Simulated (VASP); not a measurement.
```
CELL_PARAMETERS angstrom
      0.00000     3.00000     3.00000
      3.00000     0.00000     3.00000
      3.00000     3.00000     0.00000
ATOMIC_POSITIONS crystal
  Li 0.25000 0.25000 0.25000
  Li 0.75000 0.75000 0.75000
  Se 0.00000 0.00000 0.00000
```

The base run (VASP): PBE GGA, plane waves, VASP's PBE PAW potentials (set 64). Run with 520 eV cut-off, 7×7×7 Γ-centred mesh, Gaussian smearing of 0.050 eV, potentials Li_sv Se.

One setting is varied; ΔE counts from the base run. The base run took about 5 core-seconds. Times come from single runs on busy shared machines, so they are rough: good to a factor of about 2.

```tsv
setting	cost over the base run	electronic steps	ΔE (meV/atom)
AMIX = 0.1, BMIX = 1.0, IMIX = 4	within a factor of 2	13	0.0
base run	reference	13	0.0
AMIX = 0.2, BMIX = 1.0, IMIX = 4	within a factor of 2	15	0.0
AMIX = 0.6, BMIX = 1.0, IMIX = 1	within a factor of 2	17	0.0
AMIX = 1.0, BMIX = 1.0, IMIX = 1	within a factor of 2	18	0.0
AMIX = 0.6, BMIX = 3.0, IMIX = 1	___	___	0.0
```

Q: Fill in the missing entries.

A: 
- AMIX = 0.6, BMIX = 3.0, IMIX = 1, cost over the base run: about 3 times
- AMIX = 0.6, BMIX = 3.0, IMIX = 1, electronic steps: 37

Left out are runs that failed, have no time on record or changed the cell.

The compound is Li2Se in the antifluorite structure. The cell was not relaxed at this level.
